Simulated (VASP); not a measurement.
An input for Quantum ESPRESSO's pw.x (written as the equivalent of a VASP run, and not itself run):

```
&CONTROL
  calculation = 'scf'
  pseudo_dir = './pseudo'
  outdir = './out'
  tprnfor = .true.
  tstress = .true.
/
&SYSTEM
  ibrav = 0
  nat = 2
  ntyp = 1
  ecutwfc = 78
  occupations = 'smearing'
  smearing = 'gaussian'
  degauss = 0.003675
  input_dft = 'pbe'
/
&ELECTRONS
  conv_thr = 7.3e-06
  electron_maxstep = 100
/
ATOMIC_SPECIES
  Ge 72.630 Ge.upf
CELL_PARAMETERS angstrom
     0.0000000    2.8661570    2.7448350
     2.7466390    0.0000000    2.7448350
     2.7466390    2.8661570    0.0000000
ATOMIC_POSITIONS crystal
  Ge   0.0000000  0.0000000  0.0000000
  Ge   0.2434590  0.2565410  0.2565410
K_POINTS automatic
  7 7 7 0 0 0
```

Question: Translate this input to VASP (INCAR, KPOINTS, POSCAR, choice of POTCAR).

Answer: Several could match; the one computed here: 
### KPOINTS
```
Automatic mesh
0
Gamma
7 7 7
0 0 0
```

File POSCAR:
```
Ge
1.0
  0.0000000000   2.8661570000   2.7448350000
  2.7466390000   0.0000000000   2.7448350000
  2.7466390000   2.8661570000   0.0000000000
Ge
2
Cart
  0.0000000000   0.0000000000   0.0000000000
  1.4092510314   1.4330785000   1.3724175000
```

### INCAR
```
ALGO=Normal
EDIFF=1E-4
ENCUT=400
GGA=PE
ISIF=2
ISMEAR=0
LASPH=.TRUE.
LCHARG=.FALSE.
LMAXMIX=4
LREAL=.FALSE.
LWAVE=.FALSE.
NELM=100
PREC=Accurate
SIGMA=0.05
SYSTEM=Ge
```

POTCAR, in this order: Ge_d (PBE.64 set). Program: vasp_std.

The two are equivalent in intent, not identical: the potentials are each code's own (VASP's PAW set, PseudoDojo norm-conserving files in pw.x), so ENCUT and ecutwfc are chosen apart and not converted; conv_thr bounds pw.x's estimated SCF error, while EDIFF bounds the energy change between steps.

The compound is Ge in the diamond structure. The cell was not relaxed at this level, atoms are displaced from their ideal sites. The run is one of a series of settings (EDIFF = 1E-4 against the base run), some of them coarse on purpose.
